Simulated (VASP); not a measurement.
AlNiC, 6 atoms in the cell. Symmetry: I4_1md, No. 109, tetragonal system. Conventional cell: a = 3.402 Å, b = 3.402 Å, c = 11.711 Å, α = 90.00°, β = 90.00°, γ = 90.00°. Around Ni (site symmetry 2mm) lie 6 Al at 2.57 to 2.61 Å and 6 C at 2.59 Å. Al (site symmetry 2mm) is surrounded by 3 C at 1.95 to 1.97 Å. Around C (site symmetry 2mm) lie 3 Al at 1.95 to 1.97 Å. The cell was built by a generator and needn't be a form met in nature.

* Program: VASP 6.6.1
* Task: single point
* Functional: PBE
* Potentials or basis: VASP PAW PBE potentials, release 64 (Ni, Al, C)
* Cutoff: 520 eV
* k mesh: 6 × 6 × 6
* Occupations: fermi-dirac, width 0.1 eV
* Spin: no spin polarisation
* Dipole correction: no
* Further INCAR settings: ALGO = Normal; EDIFF = 1e-06; NBANDS = 26

Potentials or basis: VASP PAW PBE potentials, release 64 (Ni, Al, C).

Command:

```bash
$ cat potpaw_PBE.64/Ni/POTCAR potpaw_PBE.64/Al/POTCAR potpaw_PBE.64/C/POTCAR > POTCAR
$ mpirun -np 1 vasp_std > vasp.out
```

Hardware: 1 thread of Intel(R) Xeon(R) Platinum 8488C (Sapphire Rapids), on a shared host.

Estimate the wall time of this run.

Run time: 58 s on 1 thread of Intel(R) Xeon(R) Platinum 8488C (Sapphire Rapids), on a shared host, peak memory 0.21 GiB. Counts: scf iterations 15, k points 30.
